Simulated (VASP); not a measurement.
These are PBEsol GGA, VASP's PBE PAW potentials (set 64) (plane waves; VASP 6.6.1) values and carry that method's errors.

The input files of a VASP run:

INCAR:
```
GGA = PS   ! PBEsol
ENCUT = 400   ! plane-wave cut-off (eV)
SIGMA = 0.05
LREAL = F   ! projection in real space or not
LCHARG = F
LORBIT = 11   ! lm-projected
SYSTEM = Cd2Hg2S4
EDIFF = 1E-7
NELM = 100   ! most electronic steps
LWAVE = F
LASPH = T
LMAXMIX = 6   ! l cut-off of mixed one-centre charges
PREC = Accurate
ICHARG = 11   ! fixed density
ISMEAR = 0
ALGO = Normal   ! blocked Davidson
```

### KPOINTS
```
k-points along high-symmetry lines
12
Line-mode
Reciprocal
  0.000000   0.000000   0.000000 ! GAMMA
  0.000000   0.000000  -0.500000 ! T

  0.000000   0.000000  -0.500000 ! T
 -0.328125   0.328125  -0.500000 ! H_2

 -0.343750   0.328125  -0.187500 ! H_0
  0.000000   0.500000   0.500000 ! L

  0.000000   0.500000   0.500000 ! L
  0.000000   0.000000   0.000000 ! GAMMA

  0.000000   0.000000   0.000000 ! GAMMA
 -0.335937   0.335937   0.000000 ! S_0

 -0.335937   0.328125  -0.343750 ! S_2
 -0.500000   0.000000  -1.000000 ! F

 -0.500000   0.000000  -1.000000 ! F
  0.000000   0.000000   0.000000 ! GAMMA
```

**POSCAR**
```
Cd2Hg2S4
1
    0.0000000000     2.9291436098     2.9291436098
    2.9291436098     0.0000000000     2.9291436098
   11.7063059750    11.7063059750     0.0102684642
Hg S Cd
2 4 2
Direct
  0.0012753465   0.0012753465   0.9990434902
  0.9991595087   0.9991595087   0.2506303685
  0.2497358958   0.2497358958   0.0626980782
  0.2478286610   0.2478286610   0.3141285043
  0.2502997169   0.2502997169   0.5622752123
  0.2528308161   0.2528308161   0.8103768878
  0.9984937883   0.9984937883   0.5011296588
  0.0003762667   0.0003762667   0.7497177999
```

POTCAR, in this order: Hg S Cd (PBE.64 set). Program: vasp_std. Read from the step before: CHGCAR.

What VASP printed:

OUTCAR:
```
 ion  position               nearest neighbor table
   1  0.001  0.001  0.999-   3 2.54   3 2.54   3 2.54   6 2.55
   2  0.999  0.999  0.251-   3 2.54   4 2.54   4 2.54   4 2.54
   3  0.250  0.250  0.063-   2 2.54   1 2.54   1 2.54   1 2.54
   4  0.248  0.248  0.314-   7 2.53   2 2.54   2 2.54   2 2.54
   5  0.250  0.250  0.562-   7 2.53   7 2.53   7 2.53   8 2.53
   6  0.253  0.253  0.810-   8 2.53   8 2.53   8 2.53   1 2.55
   7  0.998  0.998  0.501-   4 2.53   5 2.53   5 2.53   5 2.53
   8  0.000  0.000  0.750-   6 2.53   6 2.53   6 2.53   5 2.53
  LATTYP: Found a trigonal (rhomboedric) cell.
 ALAT       =    13.7213877481
 COS(alpha) =     0.9544293466
 Subroutine PRICEL returns:
 Original cell was already a primitive cell.
 Subroutine GETGRP returns: Found  6 space group operations
The static configuration has the point symmetry C_3v.
The dynamic configuration has the point symmetry C_3v.
 Subroutine INISYM returns: Found  6 space group operations
   k-points           NKPTS =     84   k-points in BZ     NKDIM =     84   number of bands    NBANDS=     43
   number of dos      NEDOS =    301   number of ions     NIONS =      8
   total plane-waves  NPLWV =  84672
   dimension x,y,z NGX =    28 NGY =   28 NGZ =  108
   dimension x,y,z NGXF=    56 NGYF=   56 NGZF=  216
   ions per type =               2   4   2
   PREC   = accura    normal or accurate (medium, high low for compatibility)
   ISTART =      0    job   : 0-new  1-cont  2-samecut
   ICHARG =     11    charge: 1-file 2-atom 10-const
   ISPIN  =      1    spin polarized calculation?
   LNONCOLLINEAR =      F non collinear calculations
   LSORBIT =      F    spin-orbit coupling
   INIWAV =      1    electr: 0-lowe 1-rand  2-diag
   ENCUT  =  400.0 eV  29.40 Ry    5.42 a.u.   6.76  6.76 27.00*2*pi/ulx,y,z
   NELM   =    100;   NELMIN=  2; NELMDL= -5     # of ELM steps
   EDIFF  = 0.1E-06   stopping-criterion for ELM
   LREAL  =      F    real-space projection
   NLSPLINE    = F    spline interpolate recip. space projectors
   LMAXMIX     =    6 max onsite mixed and CHGCAR
   VOSKOWN=      0    Vosko Wilk Nusair interpolation
   EDIFFG = 0.1E-05   stopping-criterion for IOM
   NSW    =      0    number of steps for IOM
   NBLOCK =      1;   KBLOCK =      1    inner block; outer block
   IBRION =     -1    ionic relax: 0-MD 1-quasi-New 2-CG
   NFREE  =      0    steps in history (QN), initial steepest desc. (CG)
   ISIF   =      2    stress and relaxation
   ISYM   =      2    0-nonsym 1-usesym 2-fastsym
   TEIN   =    0.0    initial temperature
   TEBEG  =    0.0;   TEEND  =   0.0 temperature during run
   SMASS  =  -3.00    Nose mass-parameter (am)
   PSTRESS=    0.0 pullay stress
   NELECT =      72.0000    total number of electrons
   EFERMI =   0.00;   METHOD = LEGACY
   ISMEAR =     0;   SIGMA  =   0.05  broadening in eV -4-tet -1-fermi 0-gaus
   IALGO  =     38    algorithm
   LDIAG  =      T    sub-space diagonalisation (order eigenvalues)
   IMIX   =      4    mixing-type and parameters
     AMIX     =   0.40;   BMIX     =  1.00
     AMIX_MAG =   1.60;   BMIX_MAG =  1.00
     AMIN     =   0.10
   GGA     = PS    functional components
   VOSKOWN =     0    Vosko Wilk Nusair interpolation
   LHFCALC =     F    Hartree Fock is set to
   LHFONE  =     F    Hartree Fock one center treatment
   AEXX    =    0.0000 exact exchange contribution
   IVDW    =     0    specifies the selected vdW correction
   LEPSILON=     F    determine dielectric tensor
   LRPA    =     F    only Hartree local field effects (RPA)
  energy-cutoff  :      400.00
  volume of cell :      200.79
      direct lattice vectors                 reciprocal lattice vectors
     0.000000000  2.929143610  2.929143610    -0.170773255  0.170623458  0.170773255
     2.929143610  0.000000000  2.929143610     0.170623458 -0.170773255  0.170773255
    11.706305975 11.706305975  0.010268464     0.042730763  0.042730763 -0.042730763
 k-point     1 :   0.0000 0.0000 0.0000  plane waves:    3675
 k-point     2 :   0.0000 0.0000-0.0455  plane waves:    3662
 k-point     3 :   0.0000 0.0000-0.0909  plane waves:    3656
...
```

OSZICAR:
```
       N       E                     dE             d eps       ncg     rms          rms(c)
DAV:   1     0.467598689509E+03    0.46760E+03   -0.30654E+04  7224   0.125E+03
DAV:   2     0.821423526751E+01   -0.45938E+03   -0.45048E+03  8143   0.341E+02
DAV:   3    -0.198948330044E+02   -0.28109E+02   -0.27837E+02  8510   0.817E+01
DAV:   4    -0.203182815971E+02   -0.42345E+00   -0.42150E+00  8169   0.951E+00
DAV:   5    -0.203273756029E+02   -0.90940E-02   -0.90888E-02  8466   0.130E+00
DAV:   6    -0.203276517612E+02   -0.27616E-03   -0.27611E-03  8210   0.215E-01
DAV:   7    -0.203276636383E+02   -0.11877E-04   -0.11876E-04  8543   0.379E-02
DAV:   8    -0.203276641493E+02   -0.51100E-06   -0.51107E-06  7810   0.703E-03
DAV:   9    -0.203276641741E+02   -0.24763E-07   -0.24493E-07  5912   0.138E-03
   1 F= -.20327664E+02 E0= -.20325419E+02  d E =-.449085E-02
```

OUTCAR:
```
 val. band max:        1.6650548186   @ k =   0.0000   0.0000   0.0000

 cond. band min:       1.7112666837   @ k =   0.0000   0.0000   0.0000



 k-point     1 :       0.0000    0.0000    0.0000
  band No.  band energies     occupation
      1     -11.3062      2.00000
      2     -11.0305      2.00000
      3     -10.9383      2.00000
      4     -10.7062      2.00000
      5      -6.3866      2.00000
      6      -6.3866      2.00000
      7      -6.3244      2.00000
      8      -6.3244      2.00000
      9      -6.3161      2.00000
     10      -5.9786      2.00000
     11      -5.9478      2.00000
     12      -5.9478      2.00000
     13      -5.9280      2.00000
     14      -5.9280      2.00000
     15      -5.1742      2.00000
     16      -5.1741      2.00000
     17      -5.1420      2.00000
     18      -5.0587      2.00000
     19      -5.0587      2.00000
     20      -4.4052      2.00000
     21      -4.3567      2.00000
     22      -4.3567      2.00000
     23      -4.3179      2.00000
     24      -4.3179      2.00000
     25      -3.4589      2.00000
     26      -1.2145      2.00000
     27      -1.1915      2.00000
     28       0.6060      2.00000
     29       0.6060      2.00000
     30       0.9899      2.00000
     31       0.9900      2.00000
     32       1.1793      2.00000
     33       1.1793      2.00000
     34       1.5780      1.99979
     35       1.6650      1.78580
     36       1.6651      1.78559
     37       1.7113      0.94775
     38       3.2482      0.00000
     39       3.6258      0.00000
     40       4.0408      0.00000
     41       7.3751      0.00000
     42       7.3933      0.00000
     43       7.7453      0.00000

 k-point     2 :       0.0000    0.0000   -0.0455
  band No.  band energies     occupation
      1     -11.3059      2.00000
      2     -11.0326      2.00000
      3     -10.9360      2.00000
      4     -10.7066      2.00000
      5      -6.3866      2.00000
      6      -6.3866      2.00000
...
```

The density is held fixed in this step, so its total energy and stress have no physical meaning. Unless said otherwise, spin-orbit coupling is left out, though it shifts the bands of the heavy elements here.

The structure was generated: Cd2Hg2S4 was put into an ordered model structure (R3m), which need not be its known phase. It was relaxed first.
